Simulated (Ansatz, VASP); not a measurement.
One calculation of Al3Ag, two programs

The input INCAR:

```
PREC = Accurate ; ENCUT = 520
EDIFF = 1E-6 ; ISMEAR = 1
SIGMA = 0.15 ; LREAL = False
LASPH = True ; NELM = 60
ALGO = Normal ; ISIF = 2
LWAVE = False ; LCHARG = False
NBANDS = 18
```

The input KPOINTS:

```
regular mesh
0
Gamma
  6 6 6
```

Contents of POSCAR:

```
Al3Ag
1.0
    4.1352202383      0.0000000000      0.0000000000
    0.0000000000      4.1352202383      0.0000000000
    0.0000000000      0.0000000000      4.1352202383
Al Ag
3 1
Direct
    0.0000000000      0.5000000000      0.5000000000
    0.5000000000      0.0000000000      0.5000000000
    0.5000000000      0.5000000000      0.0000000000
    0.0000000000      0.0000000000      0.0000000000
```

Input for Ansatz:

```yaml
crystal:
  lattice:
    - [4.135220238286092, 0.0, 0.0]
    - [0.0, 4.135220238286092, 0.0]
    - [0.0, 0.0, 4.135220238286092]
  atoms:
    - { symbol: Al, position: [0.0, 0.5, 0.5] }
    - { symbol: Al, position: [0.5, 0.0, 0.5] }
    - { symbol: Al, position: [0.5, 0.5, 0.0] }
    - { symbol: Ag, position: [0.0, 0.0, 0.0] }
accuracy: low
basis:
  ecutwfc: 500.0
kpoints:
  mp_grid:
    grid: [6, 6, 6]
hamiltonian:
  xc: lda
scf:
  max_iter: 200
  algorithm: direct_min
  n_extra_bands: 4
  self_checks: high
  occupations:
    method: cold
    width: 0.15
output:
  stress: true
```

The cell comes from a database or a generator and needn't be the stable form of this composition.

Alike in both runs: task single point; functional LDA; k mesh 6 × 6 × 6; no spin polarisation.

|  | VASP | Ansatz |
| --- | --- | --- |
| version | VASP 6.6.1 | Ansatz 0.2.0 |
| potentials or method | VASP PAW LDA potentials, release 64 (Al, Ag) | plane waves, PAW |
| plane-wave cutoff (eV) | 520 | 500 |
| occupations | methfessel-paxton of order 1, width 0.15 eV | cold, width 0.15 eV |
| valence electrons in the cell | 20 | 28 |

Ansatz gave:

| Property | Result |
| --- | --- |
| gap on the k mesh at the Fermi level (eV) | none |
| pressure (GPa) | -7.8 |

Question: What did VASP give for the same quantities?

Answer: gap on the k mesh at the Fermi level (eV): none; pressure (GPa): -7.7.

A gap of «none» marks a metal or a gap that the smearing closes. The two sets of potentials don't hold the same shells in valence.
